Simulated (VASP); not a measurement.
Data:

```
CELL_PARAMETERS angstrom
      4.58096     0.00000     0.00000
      0.00000     4.58096     0.00000
      0.00000     0.00000     3.09060
ATOMIC_POSITIONS crystal
  Zn 0.00000 0.00000 0.00000
  Zn 0.50000 0.50000 0.50000
  F  0.30222 0.30222 0.00000
  F  0.80222 0.19778 0.50000
  F  0.19778 0.80222 0.50000
  F  0.69778 0.69778 0.00000
```

All values below come from PBEsol GGA, VASP's PBE PAW potentials (set 64) (plane waves; VASP). Settings: 620 eV cut-off, 5×5×7 Γ-centred mesh, Gaussian smearing of 0.050 eV, potentials Zn F.

Energy and stress use the plane-wave basis of the starting cell.

Problem. The ions, cell shape and volume at an external pressure of 20.0 GPa are relaxed. Give the cell that the relaxation ends in.

Solution. 
```
CELL_PARAMETERS angstrom
      4.47253     0.00000     0.00000
      0.00000     4.47253     0.00000
      0.00000     0.00000     3.06520
ATOMIC_POSITIONS crystal
  Zn 0.00000 0.00000 0.00000
  Zn 0.50000 0.50000 0.50000
  F  0.30257 0.30257 0.00000
  F  0.80257 0.19743 0.50000
  F  0.19743 0.80257 0.50000
  F  0.69743 0.69743 0.00000
```
Space group P4_2/mnm (136), at a tolerance of 0.03 Å.

Problem. How do energy and volume change from the first to the last step?

Solution. The energy (σ→0) changes by +54.1 meV/atom and the volume by -5.5 %, in 9 ionic steps.

The compound is ZnF2 in the rutile structure. This run relaxes it under an external pressure of 20 GPa. Symmetry was kept, so distortions that lower it aren't found.
